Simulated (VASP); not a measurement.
Computed with r2SCAN meta-GGA, VASP's PBE PAW potentials (set 64) (plane waves; VASP).

VASP input:

INCAR:
```
EDIFF = 1E-6   ! SCF stop (eV)
ALGO = Normal
LCHARG = F
LMIXTAU = T
LREAL = F   ! projection in real space or not
PREC = Accurate
NELM = 100
NSW = 60   ! most ionic steps
METAGGA = R2SCAN
ISIF = 3
LWAVE = F
SYSTEM = SnSe2
ISMEAR = 0
LMAXMIX = 4   ! l cut-off of mixed one-centre charges
LASPH = T
EDIFFG = -0.02   ! ionic stop
ENCUT = 520
SIGMA = 0.05   ! width (eV)
IBRION = 2   ! conjugate gradients
```

**KPOINTS**
```
Automatic
0
G
 6 6 3
0 0 0
```

### POSCAR
```
SnSe2
1.0
  1.9165081878  -3.3194897697   0.0000000000
  1.9165081878   3.3194897697   0.0000000000
  0.0000000000   0.0000000000   6.2366366453
Sn Se
1 2
direct
  1.0000000000   0.0000000000   0.0000000000
  0.3333330000   0.6666670000   0.2525926707
  0.6666670000   0.3333330000   0.7474073293
```

POTCAR, in this order: Sn_d Se (PBE.64 set). Program: vasp_std.

Output

File OUTCAR:
```
 ion  position               nearest neighbor table
   1  0.000  0.000  0.000-   2 2.72   3 2.72   3 2.72   2 2.72   3 2.72   2 2.72
   2  0.333  0.667  0.253-   1 2.72   1 2.72   1 2.72
   3  0.667  0.333  0.747-   1 2.72   1 2.72   1 2.72
  LATTYP: Found a hexagonal cell.
 ALAT       =     3.8330165621
 C/A-ratio  =     1.6270831457
 Subroutine PRICEL returns:
 Original cell was already a primitive cell.
 Subroutine GETGRP returns: Found 12 space group operations
The static configuration has the point symmetry D_3d.
The dynamic configuration has the point symmetry D_3d.
 Subroutine INISYM returns: Found 12 space group operations
 Subroutine IBZKPT returns following result:
 Found     17 irreducible k-points:

 Following reciprocal coordinates:
            Coordinates               Weight
  0.000000  0.000000  0.000000      1.000000
  0.166667 -0.000000  0.000000      6.000000
  0.333333  0.000000  0.000000      6.000000
  0.500000  0.000000  0.000000      3.000000
  0.166667  0.166667  0.000000      6.000000
  0.333333  0.166667  0.000000     12.000000
  0.333333  0.333333  0.000000      2.000000
  0.000000  0.000000  0.333333      2.000000
  0.166667 -0.000000  0.333333      6.000000
 -0.000000  0.166667  0.333333      6.000000
  0.333333  0.000000  0.333333      6.000000
  0.000000  0.333333  0.333333      6.000000
  0.500000  0.000000  0.333333      6.000000
  0.166667  0.166667  0.333333     12.000000
  0.333333  0.166667  0.333333     12.000000
 -0.166667  0.500000  0.333333     12.000000
  0.333333  0.333333  0.333333      4.000000
   k-points           NKPTS =     17   k-points in BZ     NKDIM =     17   number of bands    NBANDS=     17
   number of dos      NEDOS =    301   number of ions     NIONS =      3
   total plane-waves  NPLWV =  43200
   dimension x,y,z NGX =    30 NGY =   30 NGZ =   48
   dimension x,y,z NGXF=    60 NGYF=   60 NGZF=   96
   ions per type =               1   2
   PREC   = accura    normal or accurate (medium, high low for compatibility)
   ISTART =      0    job   : 0-new  1-cont  2-samecut
   ICHARG =      2    charge: 1-file 2-atom 10-const
   ISPIN  =      1    spin polarized calculation?
   LNONCOLLINEAR =      F non collinear calculations
   LSORBIT =      F    spin-orbit coupling
   INIWAV =      1    electr: 0-lowe 1-rand  2-diag
   ENCUT  =  520.0 eV  38.22 Ry    6.18 a.u.   7.13  7.13 11.60*2*pi/ulx,y,z
   NELM   =    100;   NELMIN=  2; NELMDL= -5     # of ELM steps
   EDIFF  = 0.1E-05   stopping-criterion for ELM
   LREAL  =      F    real-space projection
   NLSPLINE    = F    spline interpolate recip. space projectors
   LMAXMIX     =    4 max onsite mixed and CHGCAR
   VOSKOWN=      0    Vosko Wilk Nusair interpolation
   EDIFFG = -.2E-01   stopping-criterion for IOM
   NSW    =     60    number of steps for IOM
   NBLOCK =      1;   KBLOCK =     60    inner block; outer block
   IBRION =      2    ionic relax: 0-MD 1-quasi-New 2-CG
   NFREE  =      1    steps in history (QN), initial steepest desc. (CG)
   ISIF   =      3    stress and relaxation
   ISYM   =      2    0-nonsym 1-usesym 2-fastsym
   TEIN   =    0.0    initial temperature
   TEBEG  =    0.0;   TEEND  =   0.0 temperature during run
   SMASS  =  -3.00    Nose mass-parameter (am)
   PSTRESS=    0.0 pullay stress
   NELECT =      26.0000    total number of electrons
   EFERMI =   0.00;   METHOD = LEGACY
   ISMEAR =     0;   SIGMA  =   0.05  broadening in eV -4-tet -1-fermi 0-gaus
   IALGO  =     38    algorithm
   LDIAG  =      T    sub-space diagonalisation (order eigenvalues)
   IMIX   =      4    mixing-type and parameters
     AMIX     =   0.40;   BMIX     =  1.00
     AMIX_MAG =   1.60;   BMIX_MAG =  1.00
     AMIN     =   0.10
...
```

**OSZICAR**
```
...
DAV:   8    -0.546218762587E+02   -0.14565E-04   -0.13815E-05   590   0.418E-02    0.352E-03
DAV:   9    -0.546218782955E+02   -0.20368E-05   -0.35196E-06   595   0.202E-02    0.687E-04
DAV:  10    -0.546218792475E+02   -0.95209E-06   -0.46692E-07   363   0.691E-03
   5 F= -.54621879E+02 E0= -.54621879E+02  d E =-.505009E-02
       N       E                     dE             d eps       ncg     rms          rms(c)
DAV:   1    -0.546231027006E+02   -0.12244E-02   -0.14534E-01   582   0.393E+00    0.242E-01
DAV:   2    -0.546224251979E+02    0.67750E-03   -0.66963E-03   683   0.971E-01    0.119E-01
DAV:   3    -0.546220809085E+02    0.34429E-03   -0.10500E-03   725   0.498E-01    0.429E-02
DAV:   4    -0.546220719254E+02    0.89831E-05   -0.22251E-04   672   0.160E-01    0.182E-02
DAV:   5    -0.546220722843E+02   -0.35885E-06   -0.29817E-05   604   0.552E-02    0.117E-02
DAV:   6    -0.546220651850E+02    0.70993E-05   -0.11961E-05   608   0.393E-02    0.437E-03
DAV:   7    -0.546220671210E+02   -0.19360E-05   -0.91720E-06   584   0.321E-02    0.273E-03
DAV:   8    -0.546220687325E+02   -0.16115E-05   -0.13800E-06   459   0.135E-02    0.104E-03
DAV:   9    -0.546220690212E+02   -0.28866E-06   -0.30888E-07   306   0.618E-03
   6 F= -.54622069E+02 E0= -.54622069E+02  d E =-.523986E-02
       N       E                     dE             d eps       ncg     rms          rms(c)
DAV:   1    -0.546278630732E+02   -0.57943E-02   -0.28994E-01   582   0.482E+00    0.391E-01
DAV:   2    -0.546252337493E+02    0.26293E-02   -0.15705E-02   643   0.149E+00    0.219E-01
DAV:   3    -0.546238419877E+02    0.13918E-02   -0.35258E-03   699   0.820E-01    0.859E-02
DAV:   4    -0.546238005372E+02    0.41451E-04   -0.66847E-04   631   0.278E-01    0.314E-02
DAV:   5    -0.546238280601E+02   -0.27523E-04   -0.21314E-04   587   0.148E-01    0.189E-02
DAV:   6    -0.546238262646E+02    0.17956E-05   -0.73096E-05   601   0.906E-02    0.920E-03
DAV:   7    -0.546238395403E+02   -0.13276E-04   -0.29459E-05   599   0.555E-02    0.342E-03
DAV:   8    -0.546238414655E+02   -0.19252E-05   -0.38280E-06   557   0.203E-02    0.124E-03
DAV:   9    -0.546238423346E+02   -0.86901E-06   -0.54222E-07   343   0.851E-03
   7 F= -.54623842E+02 E0= -.54623842E+02  d E =-.177331E-02
       N       E                     dE             d eps       ncg     rms          rms(c)
DAV:   1    -0.546620981722E+02   -0.38257E-01   -0.25830E+00   582   0.145E+01    0.117E+00
DAV:   2    -0.546394977006E+02    0.22600E-01   -0.14142E-01   642   0.419E+00    0.649E-01
DAV:   3    -0.546268795250E+02    0.12618E-01   -0.29019E-02   706   0.216E+00    0.264E-01
DAV:   4    -0.546266126219E+02    0.26690E-03   -0.56360E-03   609   0.842E-01    0.868E-02
DAV:   5    -0.546268240143E+02   -0.21139E-03   -0.19711E-03   588   0.442E-01    0.515E-02
DAV:   6    -0.546269069434E+02   -0.82929E-04   -0.62701E-04   598   0.268E-01    0.252E-02
DAV:   7    -0.546270007796E+02   -0.93836E-04   -0.21779E-04   612   0.151E-01    0.102E-02
DAV:   8    -0.546270192172E+02   -0.18438E-04   -0.32355E-05   590   0.596E-02    0.329E-03
DAV:   9    -0.546270247238E+02   -0.55066E-05   -0.49191E-06   621   0.252E-02    0.163E-03
DAV:  10    -0.546270262147E+02   -0.14910E-05   -0.15213E-06   521   0.137E-02    0.568E-04
DAV:  11    -0.546270265283E+02   -0.31355E-06   -0.38014E-07   304   0.677E-03
   8 F= -.54627027E+02 E0= -.54627027E+02  d E =-.495751E-02
       N       E                     dE             d eps       ncg     rms          rms(c)
DAV:   1    -0.547566144500E+02   -0.12959E+00   -0.10068E+01   582   0.289E+01    0.231E+00
DAV:   2    -0.546738116226E+02    0.82803E-01   -0.56086E-01   643   0.820E+00    0.127E+00
DAV:   3    -0.546232117205E+02    0.50600E-01   -0.10196E-01   722   0.380E+00    0.551E-01
DAV:   4    -0.546229856656E+02    0.22605E-03   -0.22117E-02   615   0.162E+00    0.152E-01
DAV:   5    -0.546235370267E+02   -0.55136E-03   -0.79136E-03   602   0.887E-01    0.897E-02
DAV:   6    -0.546242190066E+02   -0.68198E-03   -0.24520E-03   582   0.523E-01    0.444E-02
DAV:   7    -0.546245554450E+02   -0.33644E-03   -0.65915E-04   585   0.264E-01    0.192E-02
DAV:   8    -0.546246004483E+02   -0.45003E-04   -0.86959E-05   585   0.986E-02    0.616E-03
DAV:   9    -0.546246203630E+02   -0.19915E-04   -0.20815E-05   618   0.524E-02    0.361E-03
DAV:  10    -0.546246269596E+02   -0.65966E-05   -0.81925E-06   605   0.303E-02    0.147E-03
DAV:  11    -0.546246288078E+02   -0.18481E-05   -0.16454E-06   536   0.126E-02    0.419E-04
DAV:  12    -0.546246288268E+02   -0.19004E-07   -0.20176E-07   307   0.461E-03
   9 F= -.54624629E+02 E0= -.54624629E+02  d E =-.255981E-02
       N       E                     dE             d eps       ncg     rms          rms(c)
DAV:   1    -0.546992222158E+02   -0.74593E-01   -0.49690E+00   582   0.190E+01    0.161E+00
DAV:   2    -0.546493079208E+02    0.49914E-01   -0.26611E-01   641   0.549E+00    0.887E-01
DAV:   3    -0.546276783231E+02    0.21630E-01   -0.64111E-02   720   0.305E+00    0.350E-01
DAV:   4    -0.546261996957E+02    0.14786E-02   -0.11168E-02   594   0.112E+00    0.145E-01
DAV:   5    -0.546272843156E+02   -0.10846E-02   -0.33807E-03   586   0.599E-01    0.898E-02
DAV:   6    -0.546267347089E+02    0.54961E-03   -0.14305E-03   580   0.400E-01    0.470E-02
DAV:   7    -0.546274082532E+02   -0.67354E-03   -0.99521E-04   580   0.318E-01    0.126E-02
DAV:   8    -0.546274579971E+02   -0.49744E-04   -0.67308E-05   604   0.890E-02    0.466E-03
DAV:   9    -0.546274585560E+02   -0.55891E-06   -0.96434E-06   672   0.342E-02
  10 F= -.54627459E+02 E0= -.54627459E+02  d E =-.538953E-02
       N       E                     dE             d eps       ncg     rms          rms(c)
DAV:   1    -0.546275184664E+02   -0.60469E-04   -0.38192E-03   583   0.545E-01    0.442E-02
DAV:   2    -0.546274821436E+02    0.36323E-04   -0.20554E-04   638   0.177E-01    0.247E-02
DAV:   3    -0.546274629103E+02    0.19233E-04   -0.49907E-05   728   0.992E-02    0.975E-03
DAV:   4    -0.546274639262E+02   -0.10159E-05   -0.11109E-05   593   0.359E-02    0.365E-03
DAV:   5    -0.546274649834E+02   -0.10572E-05   -0.45800E-06   582   0.219E-02    0.214E-03
DAV:   6    -0.546274655921E+02   -0.60876E-06   -0.15253E-06   458   0.129E-02
  11 F= -.54627466E+02 E0= -.54627466E+02  d E =-.539657E-02
       N       E                     dE             d eps       ncg     rms          rms(c)
DAV:   1    -0.546295600990E+02   -0.20951E-02   -0.60904E-02   726   0.381E+00    0.256E-01
DAV:   2    -0.546280069833E+02    0.15531E-02   -0.33471E-03   730   0.988E-01    0.125E-01
DAV:   3    -0.546274292053E+02    0.57778E-03   -0.16394E-03   741   0.660E-01    0.256E-02
DAV:   4    -0.546274953957E+02   -0.66190E-04   -0.23441E-04   580   0.152E-01    0.201E-02
DAV:   5    -0.546275012981E+02   -0.59024E-05   -0.25498E-05   579   0.502E-02    0.140E-02
DAV:   6    -0.546274934228E+02    0.78753E-05   -0.11120E-05   620   0.348E-02    0.381E-03
DAV:   7    -0.546274934021E+02    0.20741E-07   -0.83372E-06   581   0.322E-02
  12 F= -.54627493E+02 E0= -.54627493E+02  d E =-.278100E-04
       N       E                     dE             d eps       ncg     rms          rms(c)
DAV:   1    -0.546278444916E+02   -0.35107E-03   -0.96160E-03   727   0.151E+00    0.102E-01
DAV:   2    -0.546275878110E+02    0.25668E-03   -0.53188E-04   729   0.396E-01    0.497E-02
DAV:   3    -0.546274968817E+02    0.90929E-04   -0.26024E-04   733   0.263E-01    0.104E-02
DAV:   4    -0.546275112143E+02   -0.14333E-04   -0.42403E-05   580   0.649E-02    0.821E-03
DAV:   5    -0.546275157571E+02   -0.45429E-05   -0.48414E-06   579   0.226E-02    0.570E-03
DAV:   6    -0.546275168960E+02   -0.11389E-05   -0.16139E-06   571   0.139E-02    0.150E-03
DAV:   7    -0.546275178009E+02   -0.90492E-06   -0.12448E-06   460   0.134E-02
  13 F= -.54627518E+02 E0= -.54627518E+02  d E =-.522088E-04
```

**OUTCAR**
```
------------------------ aborting loop because EDIFF is reached ----------------------------------------
  FORCE on cell =-STRESS in cart. coord.  units (eV):
  Direction    XX          YY          ZZ          XY          YZ          ZX
  --------------------------------------------------------------------------------------
  Total        0.0047118      0.0047118     -0.0275520      0.0000000      0.0000000     -0.0000000
  in kB        0.0904018      0.0904018     -0.5286249      0.0000000      0.0000000     -0.0000000
  external PRESSURE =      -0.1159404 kB  Pullay stress =       0.0000000 kB
  volume of cell :       83.51
      direct lattice vectors                 reciprocal lattice vectors
     1.921431135 -3.328016565  0.000000000     0.260222701 -0.150239637 -0.000000000
     1.921431135  3.328016565 -0.000000000     0.260222701  0.150239637  0.000000000
    -0.000000000 -0.000000000  6.529437111     0.000000000  0.000000000  0.153152559
 POSITION                                       TOTAL-FORCE (eV/Angst)
 -----------------------------------------------------------------------------------
      0.00000     -0.00000      0.00000         0.000000      0.000000      0.000000
      1.92143      1.10934      1.57449         0.000000      0.000000     -0.015650
      1.92143     -1.10934      4.95495        -0.000000     -0.000000      0.015650
 -----------------------------------------------------------------------------------
    total drift:                                0.000000     -0.000000      0.000000
  FREE ENERGIE OF THE ION-ELECTRON SYSTEM (eV)
  ---------------------------------------------------
  free  energy   TOTEN  =       -54.6275178009 eV

  energy  without entropy=      -54.6275178009  energy(sigma->0) =      -54.62751780

 reached required accuracy - stopping structural energy minimisation
```
(Selected blocks of OUTCAR.)

File CONTCAR:
```
SnSe2
   1.00000000000000
     1.9214311347489188   -3.3280165654744658    0.0000000000000000
     1.9214311347489188    3.3280165654744658   -0.0000000000000000
    -0.0000000000000000   -0.0000000000000000    6.5294371110345537
  Sn              Se
     1     2
Direct
     0.0000000000000000    0.0000000000000000    0.0000000000000000
     0.3333330000000032    0.6666669999999968    0.2411371926634855
     0.6666669999999968    0.3333330000000032    0.7588628073365145
```

Energy and stress use the plane-wave basis of the starting cell.

The compound is SnSe2 in the 1T layered structure. This run relaxes it. Symmetry was kept, so distortions that lower it aren't found. The start is the result of an earlier pass.
